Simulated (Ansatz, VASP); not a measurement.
# Cross-check of Rb2CdSe2O6 between VASP and Ansatz, part 2 of 2

Wanted: the spread between two codes on one cell, functional and k mesh. The cell is taken from a series of runs on this material, whose earlier steps may have relaxed, scaled, displaced or heated it; both programs get it as it stands.

VASP 6.6.1 and Ansatz 0.2.0.

So far: The starting structure; VASP: G0W0 gap, PBE.

### 3. Ansatz: G0W0 gap, PBE

Level of this step: Ansatz beside VASP: Kohn-Sham DFT, plane waves, PBE (Ansatz).

Ansatz runs on PAW files that the input asks for by source.

The same cell, functional and mesh now go to Ansatz, which takes its cutoff from its data sets.

File input.yaml:

```yaml
crystal:
  lattice:
    - [2.87515, 1.6599686265, 6.5561666667]
    - [-2.87515, 1.6599686265, 6.5561666667]
    - [0.0, -3.3199372529, 6.5561666667]
  atoms:
    - { symbol: Rb, position: [0.8022665693, 0.8022665693, 0.8022665693] }
    - { symbol: Rb, position: [0.1977334307, 0.1977334307, 0.1977334307] }
    - { symbol: Cd, position: [0.0, 0.0, 0.0] }
    - { symbol: Se, position: [0.6258540386, 0.6258540386, 0.6258540386] }
    - { symbol: Se, position: [0.3741459614, 0.3741459614, 0.3741459614] }
    - { symbol: O, position: [0.7448088786, 0.27651698, 0.7448088786] }
    - { symbol: O, position: [0.7448088786, 0.7448088786, 0.27651698] }
    - { symbol: O, position: [0.27651698, 0.7448088786, 0.7448088786] }
    - { symbol: O, position: [0.2551911214, 0.72348302, 0.2551911214] }
    - { symbol: O, position: [0.72348302, 0.2551911214, 0.2551911214] }
    - { symbol: O, position: [0.2551911214, 0.2551911214, 0.72348302] }
kpoints:
  mp_grid: { grid: [2, 2, 2] }
hamiltonian:
  xc: pbe
  pseudopotentials: { kind: paw, source: ansatz }
scf:
  occupations: { method: fixed }
gw:
  n_empty_bands: 426
  ecut_chi: 100
  qp_bands: [v3, c3]
  qp_kpoints: band_edges
  screening: { model: contour_deformation }
```

Command:

```
ansatz run input.yaml --threads 2 --pin off --max-ram 92160MiB --backend cuda --events-out ev --progress --plain --runs-dir out --devices 1 --max-vram 13GiB
```

Numbers of over 12 decimals in the logs are rounded to 6 here.

Output:

```text
GPUs: using 1 of 1 available (devices: 1).
Engine: ansatz 0.2.0, x86_64-unknown-linux-gnu
Pseudopotentials: kind: paw
Pseudopotential: Rb, paw, valence charge 9, recommended cutoff 390 eV (normal), Rb.paw.azcp
Pseudopotential: Cd, paw, valence charge 20, recommended cutoff 520 eV (normal), Cd.paw.azcp
Pseudopotential: Se, paw, valence charge 16, recommended cutoff 580 eV (normal), Se.paw.azcp
Pseudopotential: O, paw, valence charge 6, recommended cutoff 930 eV (normal), O.paw.azcp
Functional definition: PBE
  parameter kappa = 0.804
  parameter beta = 0.066725
  exchange = pbe_x(kappa = kappa, mu = beta*pi^2/3)
  correlation = pbe_c(beta = beta)
device memory: the entry about to start is reckoned to put 4.3 GiB on a device that reports 45.9 GiB free (of which the cap on the GPU budget leaves the run 13.0 GiB)
GPU FFT provider: cuFFT
GPU libraries: cuBLAS 13.8.2, cuFFT 12.4.0, cuSOLVER 12.3.4
Crystal: 11 atoms, lattice volume = 187.742 Å³
Basis set: ecut = 930 eV, 12117 PW (Γ)
Bands: 64, of which v1, the nominal top of the filled ones, is band 53 counted from 1 (52 counted from 0)
Symmetry: 12 space group operations
Space group: R-3m (ITA 166), of the structure as read, at distance tolerance 5.7e-5 Å
k-points: 4 of 8
Non-local potential: Rb, projectors of the file, l = 0: 3, l = 1: 3, l = 2: 2, l = 3: 2
Non-local potential: Cd, projectors of the file, l = 0: 3, l = 1: 3, l = 2: 2, l = 3: 2
Non-local potential: Se, projectors of the file, l = 0: 2, l = 1: 2, l = 2: 3, l = 3: 1
Non-local potential: O, projectors of the file, l = 0: 2, l = 1: 2, l = 2: 1
PAW form: soft (Blöchl's): semilocal exchange-correlation on the pseudo side does not see the compensation charge
PAW one-centre angular grid: Rb, 194 points (default); XC on 64 Gauss nodes
PAW one-centre angular grid: Cd, 590 points (default); XC on 64 Gauss nodes
PAW one-centre angular grid: Se, 590 points (default); XC on 64 Gauss nodes
PAW one-centre angular grid: O, 110 points (default); XC on 64 Gauss nodes
Initial density: superposition of atomic densities (chi_scale 0.1, normalization cell, long waves kept (reshape's long-wave potential 0.06 eV rms))
Initial wavefunctions: pseudopotential atomic-orbital guess
GPU buffer pool allocated for 729000 grid points (all kernels)
GPU transforms: local potential and band sums: pruned to the plane-wave sphere, on 75×75×75
Functional: x = pbe(κ = 0.804, μ = 0.219515), c = pbe(β = 0.066725)
SCF iter   1: F=—  HF=-29155.294958 eV  |F-HF|=—  |Δ(HF+E_count)|=         —  Δρ=8.74e-2  dr2=2.60e1  ethr=3.10e-3  ⟨swp⟩=7.8  Hψ=982  notcnv=0  defer=31
preconditioner: auto → Resta (q_TF=auto, 2.480 Å⁻¹)  ε∞=3.8  [insulator: Δε(μ)=2.756 eV  Ē_g=13.994 eV  n_scr=46 (ndim 8)  ℏωp=23.3 eV  f_vac=0.022  ε∞_Penn≈3.8]
SCF iter   2: F=—  HF=-29147.542967 eV  |F-HF|=—  |Δ(HF+E_count)|=    7.75e0  Δρ=3.58e-2  dr2=4.52e0  ethr=3.10e-3  ⟨swp⟩=5.0  Hψ=592  notcnv=0  defer=32
SCF iter   3: F=—  HF=-29145.994058 eV  |F-HF|=—  |Δ(HF+E_count)|=    1.55e0  Δρ=1.25e-2  dr2=4.31e-1  ethr=3.10e-3  ⟨swp⟩=4.2  Hψ=578  notcnv=0  defer=33
SCF iter   4: F=—  HF=-29145.896632 eV  |F-HF|=—  |Δ(HF+E_count)|=   9.74e-2  Δρ=7.19e-3  dr2=1.05e-1  ethr=4.06e-4  ⟨swp⟩=3.8  Hψ=509  notcnv=0  defer=32
SCF iter   5: F=—  HF=-29145.879032 eV  |F-HF|=—  |Δ(HF+E_count)|=   1.76e-2  Δρ=3.11e-3  dr2=2.06e-2  ethr=9.91e-5  ⟨swp⟩=3.2  Hψ=396  notcnv=0  defer=36
SCF iter   6: F=—  HF=-29145.877867 eV  |F-HF|=—  |Δ(HF+E_count)|=   1.17e-3  Δρ=6.73e-4  dr2=1.08e-3  ethr=1.95e-5  ⟨swp⟩=3.5  Hψ=441  notcnv=0  defer=36
SCF iter   7: F=—  HF=-29145.878412 eV  |F-HF|=—  |Δ(HF+E_count)|=   5.45e-4  Δρ=2.71e-4  dr2=1.42e-4  ethr=1.01e-6  ⟨swp⟩=2.5  Hψ=504  notcnv=0  defer=35
SCF iter   8: F=—  HF=-29145.878512 eV  |F-HF|=—  |Δ(HF+E_count)|=   1.00e-4  Δρ=7.25e-5  dr2=1.50e-5  ethr=1.34e-7  ⟨swp⟩=2.0  Hψ=446  notcnv=0  defer=35
SCF iter   9: F=—  HF=-29145.878534 eV  |F-HF|=—  |Δ(HF+E_count)|=   2.15e-5  Δρ=2.19e-5  dr2=9.93e-7  ethr=1.42e-8  ⟨swp⟩=2.2  Hψ=433  notcnv=0  defer=31
SCF iter  10: F=-29145.878535 eV  HF=-29145.878535 eV  |F-HF|=5.26e-9  |Δ(HF+E_count)|=   1.38e-6  Δρ=5.64e-6  dr2=6.16e-8  ethr=9.43e-11  ⟨swp⟩=16.5  Hψ=1802  notcnv=0
SCF 1 converged in 10 iterations: F = -29145.878535 eV  dr2 = 6.16e-8
  greatest PAW one-centre occupation: 0.999 electrons in one spin orbital (limit 2), on the Cd atom at site 2 (counted from 0), in its partial waves of l = 0
device memory: the entry about to start is reckoned to put 4.8 GiB (of the 4.9 GiB reckoned in all, the device holds 0.1 GiB already) on a device that reports 43.1 GiB free (of which the cap on the GPU budget leaves the run 12.9 GiB)
NSCF: frozen V_eff on 4 k-points
the band table was solved once the SCF had ended and its energy, with any forces and stress, was formed, with the checks that follow a solve (1147 applications of the Hamiltonian). They found nothing against the state; the energy, forces and stress were not computed again (output.eigenvalues in the input reference)
device memory: the entry about to start is reckoned to put 4.8 GiB on a device that reports 42.2 GiB free (of which the cap on the GPU budget leaves the run 13.0 GiB)
NSCF: frozen V_eff on 4 k-points
G₀W₀ screening: q 1/4
[... further progress lines ...]
device memory: the entry about to start is reckoned to put 1.6 GiB on a device that reports 37.4 GiB free (of which the cap on the GPU budget leaves the run 13.0 GiB)
NSCF: frozen V_eff on 1 k-points
device memory: the entry about to start is reckoned to put 1.6 GiB on a device that reports 37.3 GiB free (of which the cap on the GPU budget leaves the run 13.0 GiB)
NSCF: frozen V_eff on 1 k-points
device memory: the entry about to start is reckoned to put 1.7 GiB on a device that reports 37.3 GiB free (of which the cap on the GPU budget leaves the run 13.0 GiB)
NSCF: frozen V_eff on 1 k-points
SCF converged after 10 iterations
Free energy (F): -29145.878535 eV
Harris-Foulkes:  -29145.878535 eV  (|F-HF|=5.26e-9)
Internal energy: -29145.878535 eV  (E = F + TS)
E sigma→0 (E₀):  -29145.878535 eV
Fermi energy:    5.885376 eV
--- Per-component energies (eV) ---
  E_band       = -1501.409986
  E_kinetic    = 2832.315691
  E_local      = -15338.168219  (includes V_loc(G=0)·N_el)
  E_nonlocal   = 516.075668
  E_hartree    = 5554.273301
  E_xc         = -1261.309235
  E_vxc        = -1416.776488  (∫ρ·V_xc dr)
  E_paw        = -13421.084451  (= ΣΔE_a)
  E_vpaw       = 796.600971  (= ΣTr[D̂ρ^β])
  E_aug_tail   = -0.000050  (compensation charges beyond the density's cutoff)
  E_ewald      = -8027.981240
  E_smearing   = -0.000000  (= −TS)
  E_closure    = -0.000000  (closes the sum)
  Σ components = -29145.878535   (vs F -29145.878535, Δ=0.00e0)
--- Band table (eV) ---
  k-point 0: bands = [... 49 lower, 5.6161, 5.7110, 5.7110, 5.7698, 9.7826, 10.6000, 10.6000, 11.2727, ... 7 higher]
  k-point 1: bands = [... 49 lower, 5.4170, 5.5767, 5.7373, 5.8854, 10.4732, 10.6200, 11.3847, 12.1847, ... 7 higher]
  k-point 2: bands = [... 49 lower, 5.4114, 5.7100, 5.7841, 5.8522, 10.4152, 10.7763, 11.3743, 12.1372, ... 7 higher]
  k-point 3: bands = [... 49 lower, 5.6215, 5.6484, 5.7362, 5.7415, 10.0644, 10.6375, 10.6815, 10.6815, ... 7 higher]
--- G₀W₀: contour deformation, 6 samples at zero and on the imaginary axis and 1 off it, 8 q-points, 426 empty bands' worth ---
  eigenvalues of the whole cell's RPA ε∞ on this k-mesh (on a slab, of 1 + 4πα/V) = 2.6791, 3.5349, 3.5349; static W/v taken at q = 0 is 0.301343
  gw.qp_kpoints: band_edges: 4 of 4 stored k-points solved, in 1 pass; an edge of the gap read off the rows below is read off those points alone
    ik  band        ε_KS         Σx   Σc(E_QP)       V_xc       Z   E_QP_lin       E_QP  E_QP is
     0    51      5.7110   -27.8180     4.5146   -22.4729  0.7576     4.8701     4.8805  root
     0    52      5.7110   -27.8180     4.5146   -22.4729  0.7576     4.8701     4.8805  root
     0    53      5.7698   -26.4122     4.9441   -20.6239  0.7441     4.9137     4.9256  root
     0    54      9.7826    -9.8396    -4.0818   -14.9075  0.8281    10.7777    10.7687  root
     0    55     10.6000   -10.9219    -3.2908   -15.4075  0.8062    11.8095    11.7948  root
     0    56     10.6000   -10.9219    -3.2908   -15.4075  0.8062    11.8095    11.7948  root
     1    51      5.5767   -23.0858     3.4579   -18.6597  0.7687     4.5947     4.6085  root
     1    52      5.7373   -27.6737     4.5759   -22.2792  0.7558     4.9085     4.9187  root
     1    53      5.8854   -24.3169     3.6777   -19.7572  0.7649     4.9923     5.0034  root
     1    54     10.4732   -11.8793    -3.2762   -16.3100  0.8050    11.6409    11.6277  root
     1    55     10.6200   -11.3221    -3.1792   -15.7059  0.8032    11.8393    11.8246  root
     1    56     11.3847   -10.1431    -3.7949   -15.1763  0.8105    12.6410    12.6230  root
     2    51      5.7100   -23.5552     3.5080   -19.0855  0.7695     4.7349     4.7483  root
     2    52      5.7841   -27.8784     4.5749   -22.4967  0.7561     4.9674     4.9773  root
     2    53      5.8522   -23.8798     3.5438   -19.4512  0.7661     4.9564     4.9674  root
     2    54     10.4152   -11.4882    -3.3208   -15.9514  0.8069    11.5705    11.5576  root
     2    55     10.7763   -11.6241    -3.2210   -16.0914  0.8000    12.0390    12.0226  root
     2    56     11.3743   -11.0434    -3.7279   -16.0856  0.8065    12.7088    12.6885  root
     3    51      5.6484   -26.2103     4.9511   -20.3883  0.7434     4.7645     4.7776  root
     3    52      5.7362   -26.3408     4.9463   -20.5423  0.7439     4.8717     4.8840  root
     3    53      5.7415   -23.7025     3.4059   -19.3866  0.7696     4.8199     4.8315  root
     3    54     10.0644   -10.7315    -4.1851   -16.0667  0.8213    11.2278    11.2146  root
     3    55     10.6375   -10.2234    -3.8185   -15.1935  0.8223    11.8025    11.7892  root
     3    56     10.6815   -10.9204    -3.3736   -15.5105  0.8048    11.9136    11.8980  root
```

The column dr2 measures how far the density is from self-consistency, as an energy; F and HF (Harris–Foulkes) agree once it is small.

### 4. Differences

Known differences besides the potentials themselves: fixed occupations in Ansatz, narrow Gaussian smearing in VASP; the data sets hold 106 valence electrons in Ansatz (on PAW files that the input asks for by source) and 86 in VASP; the cutoff is 930 eV in Ansatz and 440 eV in VASP; VASP leaves aspherical gradient terms in its spheres out (LASPH is not set), Ansatz keeps them; Ansatz integrates over frequency by contour deformation, VASP on a grid of NOMEGA points; Ansatz's G0W0 levels solve the quasiparticle equation, VASP's are linearised. Total energies have different zeros and are not compared.

Both answers:

```tsv
quantity	Ansatz	VASP	difference
G0W0 gap on the mesh (eV)	5.77	5.93	-0.16
Kohn-Sham gap under it (eV)	3.90	3.87	+0.03
```

### 5. Summary of results

| Property | Result |
| --- | --- |
| difference in G0W0 gap on the mesh (G0W0 gap, PBE) | -0.16 eV |

In words: The difference in G0W0 gap on the mesh is -0.16 eV (G0W0 gap, PBE). The data sets hold unlike numbers of valence electrons (106 in Ansatz and 86 in VASP), so part of the differences comes from the potentials. Part of the difference in the G0W0 gap can come from VASP's linearised levels. How closely two codes agree says nothing of how well the functional describes the real material.

[Lines on the potential files, build, host, timing and source positions are cut from VASP's logs without a mark.]

[Logs are printed without paths, hosts, clocks, repeated set-up lines and the standing remarks that a program may print on its own settings, such as how far it seeks lower states.]

[Hosts, paths, dates, database ids (printed as entryN), source tags and the programs' standing remarks are cut or masked in the printed files.]
